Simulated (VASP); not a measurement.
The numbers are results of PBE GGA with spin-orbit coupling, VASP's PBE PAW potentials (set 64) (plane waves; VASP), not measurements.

A VASP calculation is set up with these files.

### KPOINTS
```
Automatic mesh
0
Gamma
6 6 6
0 0 0
```

File POSCAR:
```
CdSe
6.1901740
  0.0000000000   0.4999999985   0.4999999985
  0.4999999985   0.0000000000   0.4999999985
  0.4999999985   0.4999999985   0.0000000000
Cd Se
1 1
Direct
  1.0000000000   0.0000000000   1.0000000000
  0.2500000000   0.2500000000   0.2500000000
```

INCAR:
```
! general
SYSTEM     = CdSe
PREC       = Accurate
ENCUT      = 350
LREAL      = .FALSE.
LASPH      = .TRUE.

! electronic loop
EDIFF      = 1E-6
NELM       = 100
ALGO       = Normal
LMAXMIX    = 4

! smearing
ISMEAR     = 0
SIGMA      = 0.05

! functional
GGA        = PE
GGA_COMPAT = .FALSE.

! spin
MAGMOM     = 6*0
LSORBIT    = .TRUE.

! output
LWAVE      = .TRUE.
LCHARG     = .FALSE.
```

POTCAR, in this order: Cd Se (PBE.64 set). Program: vasp_ncl.

Output of the run:

OSZICAR:
```
       N       E                     dE             d eps       ncg     rms          rms(c)
DAV:   1     0.938434670011E+02    0.93843E+02   -0.69564E+03  1168   0.904E+02
DAV:   2    -0.146578563026E+01   -0.95309E+02   -0.92613E+02  1328   0.265E+02
DAV:   3    -0.589759855229E+01   -0.44318E+01   -0.44120E+01  1308   0.578E+01
DAV:   4    -0.592683316112E+01   -0.29235E-01   -0.29221E-01  1266   0.446E+00
DAV:   5    -0.592701543870E+01   -0.18228E-03   -0.18227E-03  1282   0.333E-01    0.616E+00
DAV:   6    -0.555710620638E+01    0.36991E+00   -0.60190E-01  1340   0.103E+01    0.481E+00
DAV:   7    -0.553857781425E+01    0.18528E-01   -0.20917E-01  1198   0.331E+00    0.217E+00
DAV:   8    -0.553859782075E+01   -0.20006E-04   -0.15362E-02  1208   0.169E+00    0.815E-01
DAV:   9    -0.553873076595E+01   -0.13295E-03   -0.77581E-04  1258   0.286E-01    0.166E-01
DAV:  10    -0.553886903760E+01   -0.13827E-03   -0.75676E-04  1198   0.351E-01    0.414E-02
DAV:  11    -0.553895069186E+01   -0.81654E-04   -0.18283E-04  1178   0.189E-01    0.377E-02
DAV:  12    -0.553896250202E+01   -0.11810E-04   -0.33019E-05  1162   0.473E-02    0.740E-03
DAV:  13    -0.553896162149E+01    0.88053E-06   -0.30139E-06  1296   0.144E-02
   1 F= -.55389616E+01 E0= -.55389616E+01  d E =-.294066E-09  mag=     0.0000    -0.0000    -0.0000
```

**OUTCAR**
```
------------------------ aborting loop because EDIFF is reached ----------------------------------------
  FORCE on cell =-STRESS in cart. coord.  units (eV):
  Direction    XX          YY          ZZ          XY          YZ          ZX
  --------------------------------------------------------------------------------------
  Total        0.0064339      0.0064339      0.0064339      0.0000000      0.0000000     -0.0000000
  in kB        0.1738338      0.1738338      0.1738338      0.0000000      0.0000000     -0.0000000
  external PRESSURE =       0.1738338 kB  Pullay stress =       0.0000000 kB
  volume of cell :       59.30
      direct lattice vectors                 reciprocal lattice vectors
     0.000000000  3.095086991  3.095086991    -0.161546348  0.161546348  0.161546348
     3.095086991  0.000000000  3.095086991     0.161546348 -0.161546348  0.161546348
     3.095086991  3.095086991  0.000000000     0.161546348  0.161546348 -0.161546348
  FREE ENERGIE OF THE ION-ELECTRON SYSTEM (eV)
  ---------------------------------------------------
  free  energy   TOTEN  =        -5.5389616215 eV

  energy  without entropy=       -5.5389616212  energy(sigma->0) =       -5.53896162

 Ion:    1  E_soc:     -0.0567698

 Ion:    2  E_soc:     -0.0400017
```
(Selected blocks of OUTCAR.)

The compound is CdSe in the zinc blende structure, whereas wurtzite is the usual form. It was relaxed first, which changed the volume by +7 %.
